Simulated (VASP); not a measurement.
An input for Ansatz (written as the equivalent of a VASP run, and not itself run):

Ansatz 0.2 input:
```yaml
crystal:
  lattice:
    - [3.7146329, 0.0000000, 0.0000000]
    - [0.0000000, 3.7146329, 0.0000000]
    - [0.0000000, 0.0000000, 3.7146329]
  atoms:
    - { symbol: Tl, position: [0.0000000, 0.0000000, 0.0000000] }
    - { symbol: Br, position: [0.5000000, 0.5000000, 0.5000000] }
kpoints:
  mp_grid: { grid: [7, 7, 7] }
hamiltonian:
  xc: pbe
  pseudopotentials: { kind: paw }
scf:
  occupations: { method: gaussian, width: 0.05 }
  max_iter: 100
relax:
  max_steps: 40
  f_tol: 0.02
  cell: { p_target: 20 }
output: { forces: true, stress: true, eigenvalues: true }
```

Write the VASP files for the same calculation (PBE).

Several could match; the one computed here: 
**KPOINTS**
```
Automatic
0
gamma
  7 7 7
```

File POSCAR:
```
TlBr
1
    3.7146328552     0.0000000000     0.0000000000
    0.0000000000     3.7146328552     0.0000000000
    0.0000000000     0.0000000000     3.7146328552
Tl Br
1 1
Direct
  0.0000000000   0.0000000000   0.0000000000
  0.5000000000   0.5000000000   0.5000000000
```

### INCAR
```
ALGO=Normal
EDIFF=1E-6
EDIFFG=-0.02
ENCUT=500
GGA=PE
IBRION=2
ISIF=3
ISMEAR=0
LASPH=T
LCHARG=F
LMAXMIX=4
LREAL=F
LWAVE=F
NELM=100
NSW=40
PREC=Accurate
PSTRESS=200
SIGMA=0.05
SYSTEM=TlBr
```

POTCAR, in this order: Tl_d Br (PBE.64 set). Program: vasp_std.

Limits of the translation: each code has its own PAW files, so the cut-off isn't converted (ENCUT is set for VASP's; basis.ecutwfc is left out, and Ansatz then takes the one that its files recommend); Ansatz stops its SCF on the density residual and VASP on the energy change (EDIFF).

The compound is TlBr in the CsCl type structure. This run relaxes it under an external pressure of 20 GPa. Symmetry was kept, so distortions that lower it aren't found.
